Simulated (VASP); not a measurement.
All values below come from MS2 meta-GGA, VASP's PBE PAW potentials (set 64) (plane waves; VASP).

Input for VASP

KPOINTS:
```
Automatic
0
gamma
7 7 7
```

File POSCAR:
```
CdF2
1
    0.0000000000     2.6765820691     2.6765820691
    2.6765820691     0.0000000000     2.6765820691
    2.6765820691     2.6765820691     0.0000000000
Cd F
1 2
Direct
  0.0000000000   0.0000000000   0.0000000000
  0.2500000000   0.2500000000   0.2500000000
  0.7500000000   0.7500000000   0.7500000000
```

### INCAR
```
# general
SYSTEM =CdF2
PREC   =Accurate
ENCUT  =520   # plane-wave cut-off (eV)
LREAL  =.FALSE.   # projection in real space or not
LASPH  =.TRUE.

# electronic loop
EDIFF  =1E-7
NELM   =100
ALGO   =Normal   # blocked Davidson
LMAXMIX=4   # l cut-off of mixed one-centre charges
LMIXTAU=.TRUE.

# smearing
ISMEAR =0   # Gaussian
SIGMA  =0.05   # width (eV)

# functional
METAGGA=MS2

# ions
ISIF   =2   # forces and stress, cell fixed

# output
LWAVE  =.FALSE.
LCHARG =.FALSE.
```

POTCAR, in this order: Cd F (PBE.64 set). Program: vasp_std.

The resulting files:

File OUTCAR:
```
 ion  position               nearest neighbor table
   1  0.000  0.000  0.000-   3 2.32   3 2.32   3 2.32   2 2.32   3 2.32   2 2.32   2 2.32   2 2.32
  LATTYP: Found a face centered cubic cell.
 ALAT       =     5.3531641382
 Subroutine PRICEL returns:
 Original cell was already a primitive cell.
 Subroutine GETGRP returns: Found 48 space group operations
The static configuration has the point symmetry O_h .
The dynamic configuration has the point symmetry O_h .
 Subroutine INISYM returns: Found 48 space group operations
 Subroutine IBZKPT returns following result:
 Found     20 irreducible k-points:

 Following reciprocal coordinates:
            Coordinates               Weight
  0.000000  0.000000  0.000000      1.000000
  0.142857  0.000000  0.000000      8.000000
  0.285714  0.000000  0.000000      8.000000
  0.428571  0.000000  0.000000      8.000000
  0.142857  0.142857  0.000000      6.000000
  0.285714  0.142857  0.000000     24.000000
  0.428571  0.142857  0.000000     24.000000
 -0.428571  0.142857  0.000000     24.000000
 -0.285714  0.142857  0.000000     24.000000
 -0.142857  0.142857  0.000000     12.000000
  0.285714  0.285714  0.000000      6.000000
  0.428571  0.285714  0.000000     24.000000
 -0.428571  0.285714  0.000000     24.000000
 -0.285714  0.285714  0.000000     12.000000
  0.428571  0.428571  0.000000      6.000000
 -0.428571  0.428571  0.000000     12.000000
  0.428571  0.285714  0.142857     24.000000
 -0.428571  0.285714  0.142857     48.000000
 -0.428571  0.428571  0.142857     24.000000
 -0.285714  0.428571  0.142857     24.000000
   k-points           NKPTS =     20   k-points in BZ     NKDIM =     20   number of bands    NBANDS=     17
   number of dos      NEDOS =    301   number of ions     NIONS =      3
   total plane-waves  NPLWV =  21952
   dimension x,y,z NGX =    28 NGY =   28 NGZ =   28
   dimension x,y,z NGXF=    56 NGYF=   56 NGZF=   56
...
```

File OSZICAR:
```
       N       E                     dE             d eps       ncg     rms          rms(c)
DAV:   1     0.181017013022E+03    0.18102E+03   -0.15427E+04   712   0.151E+03
DAV:   2    -0.225423587661E+02   -0.20356E+03   -0.19715E+03   784   0.375E+02
DAV:   3    -0.304604636024E+02   -0.79181E+01   -0.78968E+01   739   0.859E+01
DAV:   4    -0.304890910798E+02   -0.28627E-01   -0.28621E-01   763   0.505E+00
DAV:   5    -0.304891510947E+02   -0.60015E-04   -0.60014E-04   741   0.232E-01    0.135E+01
DAV:   6    -0.127553857277E+02    0.17734E+02   -0.31310E+01   680   0.918E+01    0.115E+01
DAV:   7    -0.131863127552E+02   -0.43093E+00   -0.63377E+00   700   0.276E+01    0.923E+00
DAV:   8    -0.129430280146E+02    0.24328E+00   -0.17672E+00   681   0.197E+01    0.342E+00
DAV:   9    -0.130528700847E+02   -0.10984E+00   -0.57862E-01   680   0.100E+01    0.134E+00
DAV:  10    -0.130445578904E+02    0.83122E-02   -0.27383E-01   683   0.745E+00    0.822E-01
DAV:  11    -0.130586820996E+02   -0.14124E-01   -0.52142E-02   680   0.289E+00    0.233E-01
DAV:  12    -0.130528480613E+02    0.58340E-02   -0.14310E-02   680   0.152E+00    0.298E-01
DAV:  13    -0.130534544559E+02   -0.60639E-03   -0.98719E-04   758   0.464E-01    0.172E-01
DAV:  14    -0.130544414239E+02   -0.98697E-03   -0.53077E-04   681   0.354E-01    0.481E-02
DAV:  15    -0.130545304692E+02   -0.89045E-04   -0.36201E-04   698   0.268E-01    0.115E-02
DAV:  16    -0.130547039656E+02   -0.17350E-03   -0.71713E-05   682   0.115E-01    0.646E-03
DAV:  17    -0.130546951574E+02    0.88083E-05   -0.51315E-06   721   0.261E-02    0.872E-03
DAV:  18    -0.130547073401E+02   -0.12183E-04   -0.67337E-06   693   0.391E-02    0.108E-03
DAV:  19    -0.130547065231E+02    0.81704E-06   -0.39025E-07   699   0.779E-03    0.404E-04
DAV:  20    -0.130547064974E+02    0.25677E-07   -0.17564E-08   373   0.213E-03
   1 F= -.13054706E+02 E0= -.13054706E+02  d E =-.491052E-11
```

OUTCAR:
```
------------------------ aborting loop because EDIFF is reached ----------------------------------------
  FORCE on cell =-STRESS in cart. coord.  units (eV):
  Direction    XX          YY          ZZ          XY          YZ          ZX
  --------------------------------------------------------------------------------------
  Total        0.8714295      0.8714295      0.8714295      0.0000000      0.0000000      0.0000000
  in kB       36.4058496     36.4058496     36.4058496      0.0000000      0.0000000      0.0000000
  external PRESSURE =      36.4058496 kB  Pullay stress =       0.0000000 kB
  volume of cell :       38.35
      direct lattice vectors                 reciprocal lattice vectors
     0.000000000  2.676582069  2.676582069    -0.186805406  0.186805406  0.186805406
     2.676582069  0.000000000  2.676582069     0.186805406 -0.186805406  0.186805406
     2.676582069  2.676582069  0.000000000     0.186805406  0.186805406 -0.186805406
 POSITION                                       TOTAL-FORCE (eV/Angst)
 -----------------------------------------------------------------------------------
      0.00000      0.00000      0.00000         0.000000      0.000000      0.000000
      1.33829      1.33829      1.33829        -0.000000     -0.000000     -0.000000
      4.01487      4.01487      4.01487         0.000000      0.000000      0.000000
 -----------------------------------------------------------------------------------
    total drift:                                0.000000      0.000000      0.000000
  FREE ENERGIE OF THE ION-ELECTRON SYSTEM (eV)
  ---------------------------------------------------
  free  energy   TOTEN  =       -13.0547064974 eV

  energy  without entropy=      -13.0547064974  energy(sigma->0) =      -13.05470650
```
(Selected blocks of OUTCAR.)

### OUTCAR
```
 val. band max:       -1.5517014753   @ k =  -0.2857   0.4286   0.1429

 cond. band min:       1.9052627524   @ k =   0.0000   0.0000   0.0000


 Fermi energy:        -1.3273237387

 k-point     1 :       0.0000    0.0000    0.0000
  band No.  band energies     occupation
      1     -23.9026      2.00000
      2     -22.8500      2.00000
      3      -7.1170      2.00000
      4      -7.1170      2.00000
      5      -7.1169      2.00000
      6      -5.7219      2.00000
      7      -5.7219      2.00000
      8      -2.5389      2.00000
      9      -2.5388      2.00000
     10      -2.5388      2.00000
     11      -1.9442      2.00000
     12      -1.9441      2.00000
     13      -1.9441      2.00000
     14       1.9053      0.00000
     15      11.6287      0.00000
     16      11.6287      0.00000
     17      11.6288      0.00000

 k-point     2 :       0.1429    0.0000    0.0000
  band No.  band energies     occupation
      1     -23.8418      2.00000
      2     -22.9038      2.00000
      3      -7.0354      2.00000
      4      -7.0352      2.00000
      5      -6.8907      2.00000
      6      -5.7488      2.00000
      7      -5.7488      2.00000
      8      -3.1108      2.00000
      9      -2.6674      2.00000
     10      -2.6673      2.00000
     11      -2.1191      2.00000
     12      -1.9398      2.00000
     13      -1.9398      2.00000
     14       2.6585      0.00000
     15      10.7295      0.00000
     16      11.9481      0.00000
     17      11.9481      0.00000

 k-point     3 :       0.2857    0.0000    0.0000
  band No.  band energies     occupation
      1     -23.6812      2.00000
      2     -23.0488      2.00000
      3      -6.8616      2.00000
      4      -6.8614      2.00000
      5      -6.2975      2.00000
      6      -5.7589      2.00000
      7      -5.7587      2.00000
      8      -3.9250      2.00000
      9      -3.0216      2.00000
     10      -3.0215      2.00000
     11      -2.8250      2.00000
...
```

The compound is CdF2 in the fluorite structure. This cell is one point of a volume scan, at 0.97 of the reference volume.
